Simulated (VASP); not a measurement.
The system is NbAs.

```
Nb As
1.0
    -1.72585    1.72585    5.84000
     1.72585   -1.72585    5.84000
     1.72585    1.72585   -5.84000
Nb As
2 2
Cartesian
  0.0000 0.0000 0.0000
  0.0000 1.7258 2.9200
  0.0000 0.0000 4.8589
  1.7259 0.0000 1.9389
```

* Program: VASP 6.6.1
* Task: relaxation of cell and atoms
* Functional: PBE
* Potentials or basis: VASP PAW PBE potentials, release 64 (Nb_sv, As)
* Cutoff: 520 eV
* k mesh: 6 × 6 × 6
* Occupations: gaussian, width 0.1 eV
* Spin: no spin polarisation

At the start: pressure 3.4 GPa; volume 17.39 Å³/atom.

Problem. How do energy, volume and symmetry change on relaxing?

Solution. Over 7 steps the energy falls by 5.4 meV/atom and the volume is 17.74 Å³/atom (+2.0 %); space group I4_1md (No. 109, to 0.05 Å).

Step by step:
```csv
step,energy change (eV),largest force (eV/Å),pressure (GPa),volume (Å³)
1,0.0000,0.2919,3.44,69.58
2,0.0188,0.0561,-5.12,73.41
3,-0.0198,0.1320,-0.37,71.14
4,-0.0215,0.0125,0.05,70.96
5,-0.0215,0.0072,-0.01,70.99
6,-0.0216,0.0046,0.00,70.97
7,-0.0217,0.0010,0.01,70.95
```

Final structure:
```xyz
4
Lattice="-1.7369 1.7369 5.8799 1.7369 -1.7369 5.8799 1.7369 1.7369 -5.8799" Properties=species:S:1:pos:R:3 pbc="T T T"
Nb    0.0000    0.0000   11.7471
Nb    0.0000    1.7369    2.9273
As    0.0000    0.0000    4.9046
As    1.7369    0.0000    1.9647
```

Caveat: the k mesh is coarse (spacing up to 0.43 Å⁻¹), so the values aren't converged.
